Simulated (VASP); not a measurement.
Computed with optB86b-vdW, VASP's PBE PAW potentials (set 64) (plane waves; VASP 6.6.1).

VASP ran on this input.

**INCAR**
```
! general
SYSTEM   = Tb
PREC     = Accurate
ENCUT    = 520   ! plane-wave cut-off (eV)
LREAL    = F   ! projection in real space or not
LASPH    = T   ! aspherical one-centre terms

! electronic loop
EDIFF    = 1E-6   ! SCF stop (eV)
NELM     = 100   ! most electronic steps
ALGO     = Normal
LMAXMIX  = 6   ! l cut-off of mixed one-centre charges

! smearing
ISMEAR   = 1
SIGMA    = 0.1   ! width (eV)

! functional
GGA      = MK
LUSE_VDW = T
AGGAC    = 0.0
PARAM1   = 0.1234
PARAM2   = 1.0

! ions
IBRION   = 2
NSW      = 60   ! most ionic steps
ISIF     = 3
EDIFFG   = -0.01   ! ionic stop

! output
LWAVE    = F
LCHARG   = F
```

KPOINTS:
```
Automatic mesh
0
Gamma
11 11 6
0 0 0
```

POSCAR:
```
Tb
1
    1.7893379681    -3.0992238271     0.0000000000
    1.7893379681     3.0992238271     0.0000000000
   -0.0000000000     0.0000000000     5.5898756528
Tb
2
Direct
  0.3333330000   0.6666670000   0.2500000000
  0.6666670000   0.3333330000   0.7500000000
```

POTCAR, in this order: Tb_3 (PBE.64 set). Program: vasp_std.

Task: What will the output report for the number of irreducible k-points (NKPTS), largest plane-wave count, number of space-group operations, FFT grid (NGX, NGY, NGZ)?

Result: 
```
Item                                           Value
--------------------------------------  ------------
number of irreducible k-points (NKPTS)            64
largest plane-wave count                        1701
number of space-group operations                  24
FFT grid (NGX, NGY, NGZ)                28 × 28 × 42
```

The compound is Tb in the hcp structure. It was relaxed first. The start is the result of an earlier pass. The 4f electrons are frozen in the core of the lanthanide potential, so 4f levels, which can set the real gap, and their magnetism are missing.
